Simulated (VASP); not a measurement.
OSZICAR of a VASP run on Pt (fcc):

File OSZICAR:
```
       N       E                     dE             d eps       ncg     rms          rms(c)
DAV:   1     0.346613395446E+02    0.34661E+02   -0.54949E+03  1984   0.103E+03
DAV:   2    -0.609048304782E+01   -0.40752E+02   -0.38819E+02  2018   0.180E+02
DAV:   3    -0.653049794940E+01   -0.44001E+00   -0.43441E+00  2199   0.187E+01
DAV:   4    -0.653203867707E+01   -0.15407E-02   -0.15406E-02  2129   0.117E+00
DAV:   5    -0.653204955693E+01   -0.10880E-04   -0.10880E-04  2132   0.915E-02    0.116E+01
DAV:   6    -0.614667229890E+01    0.38538E+00   -0.10923E+00  1912   0.935E+00    0.584E+00
DAV:   7    -0.610956894195E+01    0.37103E-01   -0.15031E-01  2025   0.336E+00    0.239E+00
DAV:   8    -0.610624547638E+01    0.33235E-02   -0.39991E-03  1987   0.629E-01    0.514E-01
DAV:   9    -0.610607003451E+01    0.17544E-03   -0.65180E-05  1984   0.855E-02    0.166E-02
DAV:  10    -0.610607404151E+01   -0.40070E-05   -0.18755E-06  2173   0.133E-02    0.306E-03
DAV:  11    -0.610607405113E+01   -0.96157E-08   -0.46807E-08  1011   0.219E-03
   1 F= -.61060741E+01 E0= -.61061974E+01  d E =-.610607E+01
```

Which electronic solver shows in the log?

It is blocked Davidson (ALGO = Normal, or the opening steps of other solvers). The INCAR had ALGO = Normal.

Can the final energy be trusted as converged?

The run converged. It stopped with EDIFF = 1E-6, NELM = 100, NSW = 60 and EDIFFG = -0.01 after 1 ionic step (PW91 GGA, plane waves, VASP's PBE PAW potentials (set 64)).

The compound is Pt in the fcc structure. It was relaxed first. The start is the result of an earlier pass.
